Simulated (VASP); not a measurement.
An input for Ansatz (written as the equivalent of a VASP run, and not itself run):

Ansatz 0.2 input:
```yaml
crystal:
  lattice:
    - [1.5550000, -2.6933390, 0.0000000]
    - [1.5550000, 2.6933390, 0.0000000]
    - [0.0000000, 0.0000000, 4.9800000]
  atoms:
    - { symbol: Al, position: [0.6666670, 0.3333330, 0.5000000] }
    - { symbol: Al, position: [0.3333330, 0.6666670, 0.0000000] }
    - { symbol: N, position: [0.6666670, 0.3333330, 0.8820000] }
    - { symbol: N, position: [0.3333330, 0.6666670, 0.3820000] }
kpoints:
  mp_grid: { grid: [6, 6, 4] }
hamiltonian:
  xc: pbe
  pseudopotentials: { kind: paw }
scf:
  occupations: { method: gaussian, width: 0.01 }
  max_iter: 100
output: { forces: true, stress: true, eigenvalues: true }
```

Problem. Write the VASP files for the same calculation (PBE).

Solution. One answer among several that fit: 
POSCAR:
```
AlN
1
    1.5550000000    -2.6933390000     0.0000000000
    1.5550000000     2.6933390000     0.0000000000
    0.0000000000     0.0000000000     4.9800000000
Al N
2 2
Direct
  0.6666670000   0.3333330000   0.5000000000
  0.3333330000   0.6666670000   0.0000000000
  0.6666670000   0.3333330000   0.8820000000
  0.3333330000   0.6666670000   0.3820000000
```

KPOINTS:
```
Automatic mesh
0
Gamma
  6 6 4
```

### INCAR
```
# general
SYSTEM  =  AlN
PREC    =  Normal
ENCUT   =  500
LREAL   =  F
LASPH   =  T

# electronic loop
EDIFF   =  1E-8
NELM    =  100
ALGO    =  Normal

# smearing
ISMEAR  =  0
SIGMA   =  0.01

# functional
GGA     =  PE

# output
LWAVE   =  T
LCHARG  =  F
```

POTCAR, in this order: Al_GW N_GW_new (PBE.64 set). Program: vasp_std.

What does not carry over: each code has its own PAW files, so the cut-off isn't converted (ENCUT is set for VASP's; basis.ecutwfc is left out, and Ansatz then takes the one that its files recommend); Ansatz stops its SCF on the density residual and VASP on the energy change (EDIFF).

The compound is AlN in the wurtzite structure. The cell was not relaxed at this level.
